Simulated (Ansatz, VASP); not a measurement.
## NbTe2: VASP beside Ansatz

Aim: how closely do two programs agree when they are given the same cell, functional and k mesh? Of the first pair: The structure shown is the start of the Ansatz relaxation below; VASP solves that cell, so the two are compared at the walk's first step.

Program: Ansatz 0.2.0. Level of theory: plane waves, with VASP 6.6.1 beside it; single point at PBEsol. Results are calculated unless marked as measured.

## Step 1: The starting structure

The cell holds 3 atoms: 1 Nb and 2 Te. Its edges and angles: a = 3.670 Å, b = 3.670 Å, c = 30.424 Å, α = 90.0°, β = 90.0°, γ = 120.0°. Vacuum lies along c. The height across the vacuum is the one that the program set for its solve, not the one typed.

## Step 2: Ansatz: relaxation, PBEsol

Ansatz runs on its default PAW (the set named soft_2) files.

The two programs are compared at the cell with which this relaxation starts, whose forces are those of its first step.

Input file input.yaml:

```yaml
crystal:
  lattice:
    - [3.67, 0.0, 0.0]
    - [-1.835, 3.17831, 0.0]
    - [0.0, 0.0, 20.0]
  atoms:
    - { symbol: Nb, position: [0.0, 0.0, 0.5] }
    - { symbol: Te, position: [0.333333, 0.666667, 0.5828] }
    - { symbol: Te, position: [0.666667, 0.333333, 0.4172] }
  periodic: [true, true, false]
kpoints:
  mp_grid: { grid: [6, 6, 1] }
hamiltonian:
  xc: pbesol
scf:
  occupations: { method: gaussian, width: 0.1 }
output:
  forces: true
  stress: true
  eigenvalues: true
relax:
  adjacent_minimum: "off"
  f_tol: 0.05
  max_steps: 80
  cell: { stress_2d_tol: 0.02 }
```

Launch:

```bash
$ ansatz run input.yaml --threads 8 --pin off --max-ram 14336MiB --backend cpu --events-out ev --progress --plain --runs-dir out
```

Numbers of over 12 decimals in the logs are rounded to 6 here.

The program printed:

```text
Warning: crystal.periodic: the lattice vector that does not repeat stood 0.000° off the slab's normal, 20.000 Å along it as the deck builds it. The run solves the slab on a vector along the normal, 30.424 Å long, with every atom where it was (on the deck's vector they left 16.69 Å outside them, and the widest stretch free of ions among them is 1.66 Å). A fractional position that the run reports is one of the run's ce [...]
Warning: the atoms were moved onto the symmetric positions of the space group found under crystal.symmetry.tolerance 1.0e-5 (fractional; no operation is sought that the atoms, as they stand in a round, miss by more than twice it, and no atom is moved by as much as it), and the run uses the moved positions. Before a round's move an operation carried an atom to 3.67e-6 Å from where it should land, the largest such dist [...]
[...]
SCF 3 converged in 6 iterations: F = -18299.690890 eV  dr2 = 1.05e-7
relax step   3: F+E_penalty+E_count = -18299.69088986 eV  Δ(F+E_penalty+E_count) = -4.824e-2 eV  max|allowed force component| = 8.275e-2 eV/Å  Δτ_max = 0.0002 Å  P = -0.667 N/m  Ω = 343.603 Å³  energy of the carried Pulay correction = +4.677e-4 eV  fix = [c, alpha, beta]  reactions: c -0.000 N/m  (6 SCF iters, dr2 threshold 3.00e-7 eV, accepted)
[...]
relax step   4: F+E_penalty+E_count = -18299.69366453 eV  Δ(F+E_penalty+E_count) = -2.775e-3 eV  max|allowed force component| = 8.276e-3 eV/Å  Δτ_max = 0.0025 Å  P = +0.076 N/m  Ω = 339.093 Å³  energy of the carried Pulay correction = +6.591e-4 eV  fix = [c, alpha, beta]  reactions: c +0.000 N/m  (5 SCF iters, dr2 threshold 3.00e-7 eV, accepted)
[...]
relax step   5: F+E_penalty+E_count = -18299.69367749 eV  Δ(F+E_penalty+E_count) = -1.296e-5 eV  max|allowed force component| = 4.214e-5 eV/Å  Δτ_max = 0.0004 Å  P = -0.002 N/m  Ω = 339.569 Å³  energy of the carried Pulay correction = +6.387e-4 eV  fix = [c, alpha, beta]  reactions: c -0.000 N/m  (5 SCF iters, dr2 threshold 8.16e-9 eV, accepted)
[...]
relax step   6: F+E_penalty+E_count = -18299.69306721 eV  Δ(F+E_penalty+E_count) = +6.103e-4 eV  max|allowed force component| = 7.007e-5 eV/Å  Δτ_max = 0.0000 Å  P = -0.003 N/m  Ω = 339.569 Å³  fix = [c, alpha, beta]  reactions: c -0.000 N/m  stress off target by 3.33e-3 N/m on what of the cell is left free  SCF on the basis re-selected at this cell (its energy is not comparable with the rows above)  (6 SCF iters)
basis re-selected at this cell: Δ(F+E_penalty+E_count) = +6.103e-4 eV, ΔP = -0.002 N/m vs the last step (what re-selecting the basis moved, of the pressure what is left beyond the Pulay correction that the steps carried, after the strain that the cell walked since its last selection, with what the two solves' SCF thresholds leave and, on support functions, any second-order correction that the steps lacked; it is no measure of the basis error at this ecutwfc). The dense FFT grid was sized anew with the basis: this SCF ran on 24×24×216 points, the steps before it on 25×25×216, so part of this shift can come from that change (see relax.cell in the input reference). [rest of the remark cut]
SCF converged after 6 iterations
Free energy (F): -18299.693067 eV
Harris-Foulkes:  -18299.693067 eV  (|F-HF|=2.91e-11)
Internal energy: -18299.675600 eV  (E = F + TS)
E sigma→0 (E₀):  -18299.684334 eV
Entropy (-TS):   -0.017467 eV (-5.822 meV/atom)
Fermi energy:    -4.482849 eV
--- Per-component energies (eV) ---
  E_band       = -1317.402379
  E_kinetic    = 756.851834
  E_local      = -96821.899143  (includes V_loc(G=0)·N_el)
  E_nonlocal   = -493.474286
  E_hartree    = 48266.155145
  E_xc         = -421.441182
  E_vxc        = -421.124369  (∫ρ·V_xc dr)
  E_paw        = -12187.867339  (= ΣΔE_a)
  E_vpaw       = -870.066396  (= ΣTr[D̂ρ^β])
  E_aug_tail   = -0.000397  (compensation charges beyond the density's cutoff)
  E_ewald      = 42601.061428
  E_core_change = 0.938339  (= ΣΔE_core)
  E_smearing   = -0.017467  (= −TS)
  E_closure    = -0.000000  (closes the sum)
  Σ components = -18299.693067   (vs F -18299.693067, Δ=0.00e0)
--- Forces (eV/Å), atoms counted from 1 ---
  atom   1  Nb     0.00000000     0.00000000     0.00000000
  atom   2  Te    -0.00000000     0.00000000     0.00007007
  atom   3  Te    -0.00000000    -0.00000000    -0.00007007
  max |Σ_I F_I| component: 2.31e-18 eV/Å
--- 2D stress c σ (N/m, compression-positive) ---
       -0.003328      -0.000000      -0.000000
       -0.000000      -0.003328      -0.000000
       -0.000000      -0.000000      -0.000000
  P = ½ c Tr σ = -0.0033 N/m
--- Band table (eV; the first three rows and the last of 7) ---
  k-point 0: bands = ["-59.7165", "-41.2825", "-41.2825", "-41.2799", "-41.2799", "-41.2267", "-41.2267", "-41.2257", "-41.2257", "-41.2047", "-41.2037", "-35.8032", "-35.7856", "-35.7856", "-17.2799", "-16.4678", "-9.6805", "-6.8272", "-6.5139", "-6.5139", "-4.9429", "-4.4310", "-4.4310", "-3.2360", "-3.2360", "-0.6220", "-0.6220"]
  k-point 1: bands = ["-59.7133", "-41.2817", "-41.2810", "-41.2782", "-41.2759", "-41.2290", "-41.2279", "-41.2269", "-41.2256", "-41.2027", "-41.2015", "-35.8306", "-35.7954", "-35.7898", "-16.9097", "-16.2519", "-9.2304", "-7.7934", "-6.4171", "-6.3200", "-5.8762", "-5.0398", "-4.8911", "-3.5003", "-2.8729", "-1.9196", "-0.9393"]
  k-point 2: bands = ["-59.7069", "-41.2835", "-41.2803", "-41.2697", "-41.2678", "-41.2338", "-41.2297", "-41.2289", "-41.2258", "-41.1984", "-41.1970", "-35.9191", "-35.8148", "-35.7629", "-16.0072", "-15.6990", "-9.0095", "-8.6632", "-8.0908", "-6.6810", "-6.5758", "-5.4711", "-5.1567", "-3.1330", "-2.9150", "-1.4627", "-0.9426"]
  k-point 6: bands = ["-59.7021", "-41.2769", "-41.2708", "-41.2708", "-41.2703", "-41.2324", "-41.2324", "-41.2322", "-41.2277", "-41.1950", "-41.1950", "-35.9072", "-35.9072", "-35.7432", "-15.1212", "-15.1212", "-9.0400", "-8.9123", "-8.9123", "-7.7242", "-7.2126", "-7.2126", "-3.5567", "-3.5567", "-3.0997", "-1.3414", "-1.3414"]
--- Relaxed structure (5 steps of the walk, 5 accepted, 1 SCFs on fresh bases) ---
  F+E_penalty+E_count = -18299.69306721 eV   max|allowed force component| = 7.007e-5 eV/Å   (the final SCF, on the basis selected at the relaxed cell)
  cell:  # Å, volume = 339.5692 Å³
    - [3.589969, 0.0, 0]
    - [-1.794985, 3.109004, 0]
    - [0, 0, 30.424]
  atoms:
    - { symbol: Nb, position: [0, 0, 0.328688] }
    - { symbol: Te, position: [0.333333, 0.666667, 0.389679] }
    - { symbol: Te, position: [0.666667, 0.333333, 0.267696] }
```

## Step 3: VASP: single point, PBEsol, start cell, pair 1

The same cell, functional, mesh and smearing now go to VASP, with its own data sets.

Lines of VASP's logs that name or quote its potential files are left out, and so is its time.

Input file INCAR:

```
SYSTEM = NbTe2
PREC = Accurate
ENCUT = 400
EDIFF = 1E-06
NELM = 120
ISMEAR = 0
SIGMA = 0.1
LREAL = .FALSE.
ALGO = Normal
GGA = PS
NBANDS = 18
LASPH = .TRUE.
LORBIT = 11
LWAVE = .FALSE.
LCHARG = .FALSE.
ISIF = 2
LDIPOL = .TRUE.
IDIPOL = 3
DIPOL = 0.5 0.5 0.329
LVHAR = .TRUE.
GGA_COMPAT = .FALSE.
NELMDL = -8
KPAR = 2
```

Input file POSCAR:

```
NbTe2
1.0
    3.6699980000      0.0000000000      0.0000000000
   -1.8349990000      3.1783120000      0.0000000000
    0.0000000000      0.0000000000     30.4240000000
Nb Te
1 2
Direct
    0.0000000000      0.0000000000      0.3286878780
    0.3333333333      0.6666666667      0.3831185906
    0.6666666667      0.3333333333      0.2742571654
```

Input file KPOINTS:

```
Automatic mesh
0
Gamma
6 6 1
0 0 0
```

The projector-augmented-wave data sets are Nb_sv and Te (PBE family, release 64).

Launch:

```bash
$ mpirun -np 2 vasp_std
```

The program printed:

```text
[banner, memory and clock lines left out]
running    2 mpi-ranks, on    1 nodes
 distrk:  each k-point on    1 cores,    2 groups
 distr:  one band on    1 cores,    1 groups

 POSCAR found type information on POSCAR NbTe
 POSCAR found :  2 types and       3 ions
|                                                                             |
|               ----> ADVICE to this user running VASP <----                  |
|                                                                             |
|     You enforced a specific xc type in the INCAR file but a different       |
|     [... a line on the potential file left out ...]
|     I HOPE YOU KNOW WHAT YOU ARE DOING!                                     |
|                                                                             |

 LDA part: xc-table for (Slater+PW92), standard interpolation
 POSCAR, INCAR and KPOINTS ok, starting setup
 FFT: planning ... GRIDC
 FFT: planning ... GRID_SOFT
 FFT: planning ... GRID
 WAVECAR not read
 entering main loop
       N       E                     dE             d eps       ncg     rms          rms(c)
DAV:   1     0.125788379628E+03    0.12579E+03   -0.97840E+03   364   0.801E+02
DAV:   2    -0.384278985844E+01   -0.12963E+03   -0.12777E+03   350   0.213E+02
DAV:   3    -0.191218435572E+02   -0.15279E+02   -0.15175E+02   494   0.606E+01
DAV:   4    -0.195324574990E+02   -0.41061E+00   -0.38116E+00   340   0.100E+01
DAV:   5    -0.195504604169E+02   -0.18003E-01   -0.17965E-01   448   0.207E+00
DAV:   6    -0.195507516766E+02   -0.29126E-03   -0.29111E-03   366   0.254E-01
DAV:   7    -0.195507645116E+02   -0.12835E-04   -0.12833E-04   424   0.484E-02
DAV:   8    -0.195507646960E+02   -0.18443E-06   -0.18450E-06   302   0.732E-03    0.112E+01
DAV:   9    -0.190169953952E+02    0.53377E+00   -0.31906E+00   394   0.119E+01    0.607E+00
DAV:  10    -0.189275892170E+02    0.89406E-01   -0.15127E+00   354   0.619E+00    0.211E+00
DAV:  11    -0.188615422538E+02    0.66047E-01   -0.31101E-01   354   0.359E+00    0.102E+00
DAV:  12    -0.188609125798E+02    0.62967E-03   -0.45118E-02   380   0.119E+00    0.416E-01
DAV:  13    -0.188587599161E+02    0.21527E-02   -0.11231E-02   356   0.810E-01    0.117E-01
DAV:  14    -0.188586069027E+02    0.15301E-03   -0.87206E-04   384   0.201E-01    0.877E-02
[...]
DAV:  20    -0.188595752171E+02   -0.96656E-04   -0.52671E-06   292   0.125E-02    0.405E-03
DAV:  21    -0.188595908398E+02   -0.15623E-04   -0.36093E-07   278   0.409E-03    0.176E-03
DAV:  22    -0.188596086061E+02   -0.17766E-04   -0.80071E-07   262   0.357E-03    0.161E-03
DAV:  23    -0.188596148563E+02   -0.62502E-05   -0.13601E-07   252   0.250E-03    0.105E-03
DAV:  24    -0.188596205529E+02   -0.56966E-05   -0.21554E-07   242   0.197E-03    0.107E-03
DAV:  25    -0.188596224092E+02   -0.18563E-05   -0.26661E-08   214   0.112E-03    0.508E-04
DAV:  26    -0.188596246834E+02   -0.22743E-05   -0.53845E-08   218   0.105E-03    0.441E-04
DAV:  27    -0.188596250648E+02   -0.38141E-06   -0.36700E-09   194   0.535E-04
   1 F= -.18859625E+02 E0= -.18854420E+02  d E =-.104097E-01
```

Parts of OUTCAR (step 3):

```text
ion  position               nearest neighbor table
   1  0.000  0.000  0.329-   3 2.69   2 2.69   3 2.69   2 2.69   3 2.69   2 2.69
   2  0.333  0.667  0.383-   1 2.69   1 2.69   1 2.69
   3  0.667  0.333  0.274-   1 2.69   1 2.69   1 2.69

  LATTYP: Found a hexagonal cell.
 ALAT       =     3.6699980000
 C/A-ratio  =     8.2899227738

 Subroutine GETGRP returns: Found 12 space group operations
 (whereof  6 operations were pure point group operations)

The static configuration has the point symmetry C_3v.
 The point group associated with its full space group is D_3d.

 Found      7 irreducible k-points:

   k-points           NKPTS =      7   k-points in BZ     NKDIM =      7   number of bands    NBANDS=     18

   dimension x,y,z NGX =    24 NGY =   24 NGZ =  200
   dimension x,y,z NGXF=    48 NGYF=   48 NGZF=  400

   ENCUT  =  400.0 eV  29.40 Ry    5.42 a.u.   5.98  5.98 49.61*2*pi/ulx,y,z

   NELECT =      25.0000    total number of electrons

 k-points in reciprocal lattice and weights: Automatic mesh
   0.00000000  0.00000000  0.00000000       0.028
   0.16666667 -0.00000000  0.00000000       0.167
   0.33333333  0.00000000  0.00000000       0.167
   0.50000000  0.00000000  0.00000000       0.083
   0.16666667  0.16666667  0.00000000       0.167
   0.33333333  0.16666667  0.00000000       0.333
   0.33333333  0.33333333  0.00000000       0.056

 dipolmoment           0.000000      0.000000      0.000004 electrons x Angstroem

 average (electrostatic) potential at core
       1 -90.5618       2 -95.9696       3 -95.9696

 E-fermi :  -1.7712

 k-point     1 :       0.0000    0.0000    0.0000
  band No.  band energies     occupation
    ...
      8      -4.6851      2.00000
      9      -4.6851      2.00000
     10      -3.5937      2.00000
     11      -2.0492      1.99992
     12      -2.0492      1.99992
     13      -1.6745      0.17131
     14      -0.9393      0.00000
     15      -0.9393      0.00000
     16       2.3072      0.00000
     17       2.3834      0.00000
    ...

 k-point     2 :       0.1667   -0.0000    0.0000
  band No.  band energies     occupation
    ...
      9      -4.5427      2.00000
     10      -3.7712      2.00000
     11      -2.9338      2.00000
     12      -2.7740      2.00000
     13      -1.9785      1.99662
     14      -0.6386      0.00000
     15      -0.3534      0.00000
     16       1.1024      0.00000
     17       2.1277      0.00000
     18       2.7747      0.00000

 k-point     3 :       0.3333    0.0000    0.0000
  band No.  band energies     occupation
    ...
      9      -5.5012      2.00000
     10      -4.5966      2.00000
     11      -3.4981      2.00000
     12      -2.9855      2.00000
     13      -2.5428      2.00000
     14      -0.4156      0.00000
     15      -0.2522      0.00000
     16       1.6192      0.00000
     17       2.1933      0.00000
     18       3.2255      0.00000

  Total        2.4720073      2.4720081      6.7437460      0.0000000      0.0000000      0.0000000
  in kB       11.1604489     11.1604524     30.4462015      0.0000000      0.0000000      0.0000000
  external PRESSURE =      17.5890342 kB  Pullay stress =       0.0000000 kB

  energy-cutoff  :      400.00
  volume of cell :      354.88
      direct lattice vectors                 reciprocal lattice vectors
     3.669998000  0.000000000  0.000000000     0.272479713  0.157316211  0.000000000
    -1.834999000  3.178312000  0.000000000     0.000000000  0.314632421  0.000000000
     0.000000000  0.000000000 30.424000000     0.000000000  0.000000000  0.032868788

 POSITION                                       TOTAL-FORCE (eV/Angst)
 -----------------------------------------------------------------------------------
      0.00000      0.00000     10.00000         0.000000      0.000000     -0.000000
     -0.00000      2.11887     11.65600         0.000000     -0.000000      2.064551
      1.83500      1.05944      8.34400        -0.000000     -0.000000     -2.064551
 -----------------------------------------------------------------------------------
    total drift:                                0.000000     -0.000000      0.000062

  FREE ENERGIE OF THE ION-ELECTRON SYSTEM (eV)
  ---------------------------------------------------
  free  energy   TOTEN  =       -18.8596250648 eV

  energy  without entropy=      -18.8492153864  energy(sigma->0) =      -18.85442023

 vacuum level on the upper side and lower side of the slab         2.797         2.797

 total charge
# of ion       s       p       d       tot
------------------------------------------
    1        2.168   6.021   2.562  10.751
    2        1.383   2.042   0.063   3.488
    3        1.383   2.042   0.063   3.488
--------------------------------------------------
tot          4.935  10.104   2.688  17.728

[... 3 further parts left out ...]
```

This run has no spin polarisation. Its electron count is odd, so without a moment it is a metal by construction.

## Step 4: Comparison

Known differences besides the potentials themselves: Ansatz cuts the interaction across the vacuum, VASP repeats the sheet with a dipole correction; the data sets hold 45 valence electrons in Ansatz (on its default PAW (the set named soft_2) files) and 25 in VASP; Ansatz makes its cores anew for this functional, VASP keeps those of its PBE data sets; Ansatz takes its cutoff from its data sets, VASP runs at 400 eV. Total energies have different zeros and are not compared.

Forces (eV/Å; atoms numbered as in POSCAR):

```csv
atom,"Ansatz x, y, z","VASP x, y, z"
Nb1,"0.000, 0.000, 0.000","0.000, 0.000, 0.000"
Te2,"0.000, 0.000, 2.045","0.000, 0.000, 2.065"
Te3,"0.000, 0.000, -2.045","0.000, 0.000, -2.065"
```

The forces differ by 9.1 meV/Å r.m.s., which is 0.9 % of the r.m.s. force of 0.973 eV/Å (both taken over all components). With vacuum in the cell, a pressure given here is an average over mostly empty space and none of the material.

## Step 5: Ansatz: relaxation, PBEsol

This run makes the geometry at which the two programs are then compared.

The structure compared here is the end of the Ansatz relaxation.

input.yaml is that of step 2.

Launch:

```bash
$ ansatz run input.yaml --threads 8 --pin off --max-ram 14336MiB --backend cpu --events-out ev --progress --plain --runs-dir out
```

The program printed:

```text
[...]
SCF 3 converged in 6 iterations: F = -18299.690890 eV  dr2 = 1.05e-7
[...]
--- Band table (eV; the first three rows and the last of 7) ---
[...]
--- Relaxed structure (5 steps of the walk, 5 accepted, 1 SCFs on fresh bases) ---
[...]
cell:  # Å, volume = 339.5692 Å³
    - [3.589969, 0.0, 0]
    - [-1.794985, 3.109004, 0]
    - [0, 0, 30.424]
  atoms:
    - { symbol: Nb, position: [0, 0, 0.328688] }
    - { symbol: Te, position: [0.333333, 0.666667, 0.389679] }
    - { symbol: Te, position: [0.666667, 0.333333, 0.267696] }
[key lines of the parts left out:]
SCF converged after 6 iterations
Free energy (F): -18299.693067 eV
Fermi energy:    -4.482849 eV
P = ½ c Tr σ = -0.0033 N/m
```

(Part 1 of 2 ends here.)

[Lines on the potential files, build, host, timing and source positions are cut from VASP's logs without a mark.]

[Logs are printed without paths, hosts, clocks, repeated set-up lines and the standing remarks that a program may print on its own settings, such as how far it seeks lower states.]

[Hosts, paths, dates, database ids (printed as entryN), source tags and the programs' standing remarks are cut or masked in the printed files.]
